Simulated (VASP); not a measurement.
The system is BeZn2Te3.

```xyz
6
Lattice="3.7736 2.1787 3.2053 -3.7736 2.1787 3.2053 0.0000 -4.3574 3.2053" Properties=species:S:1:pos:R:3 pbc="T T T"
Be    0.0000    0.0000    4.8080
Zn    0.0000    0.0000    6.7230
Zn    0.0000    0.0000    2.8930
Te    0.0000   -2.1787    1.6027
Te    1.8868    1.0893    1.6027
Te   -1.8868    1.0893    1.6027
```

The cell was built by a generator and needn't be a form met in nature.

- Program: VASP 6.6.1
- Task: relaxation of cell and atoms
- Functional: PBE
- Potentials or basis: VASP PAW PBE potentials, release 64 (Be, Zn, Te)
- Cutoff: 520 eV
- k mesh: 3 × 3 × 3
- Occupations: gaussian, width 0.15 eV
- Spin: no spin polarisation

At the start: pressure 7.6 GPa; volume 26.35 Å³/atom.

Q: Where does the relaxation end?

A: Over 16 steps the energy falls by 339.7 meV/atom and the volume is 26.95 Å³/atom (+2.3 %); space group R-3m (No. 166, to 0.05 Å).

Step by step:
```csv
step,energy change (eV),largest force (eV/Å),pressure (GPa),volume (Å³)
1,0.0000,1.7946,7.59,158.11
2,-0.8571,0.3533,-0.53,188.09
3,-0.8628,0.2381,-0.17,184.94
4,-0.8622,0.2210,-0.06,184.38
5,-0.8769,0.2358,-0.16,183.95
6,-0.9264,0.2708,-0.30,182.56
7,-1.0623,0.3744,-0.02,179.45
8,-1.5209,0.5178,-0.52,172.05
9,-1.8571,0.1063,3.05,153.16
10,-1.9685,0.3873,-0.03,163.18
11,-2.0218,0.2882,0.04,159.65
12,-2.0206,0.2630,0.60,158.92
13,-2.0130,0.2206,-0.25,164.52
14,-2.0338,0.0568,0.11,161.28
15,-2.0355,0.1144,-0.24,162.03
16,-2.0381,0.0372,-0.05,161.72
```

Final structure:
```cif
data_structure
_symmetry_space_group_name_H-M 'P 1'
_symmetry_Int_Tables_number 1
_cell_length_a 5.7883
_cell_length_b 5.7883
_cell_length_c 5.7883
_cell_angle_alpha 68.492
_cell_angle_beta 68.492
_cell_angle_gamma 68.492
_cell_volume 161.72
loop_
_atom_site_label
_atom_site_type_symbol
_atom_site_fract_x
_atom_site_fract_y
_atom_site_fract_z
_atom_site_occupancy
Be1 Be 0.50000 0.50000 0.50000 1
Zn1 Zn 0.66668 0.66668 0.66668 1
Zn2 Zn 0.33332 0.33332 0.33332 1
Te1 Te 0.00000 0.00000 0.50000 1
Te2 Te 0.50000 0.00000 0.00000 1
Te3 Te 0.00000 0.50000 0.00000 1
```

Caveat: the k mesh is coarse (spacing up to 0.39 Å⁻¹), so the values aren't converged.
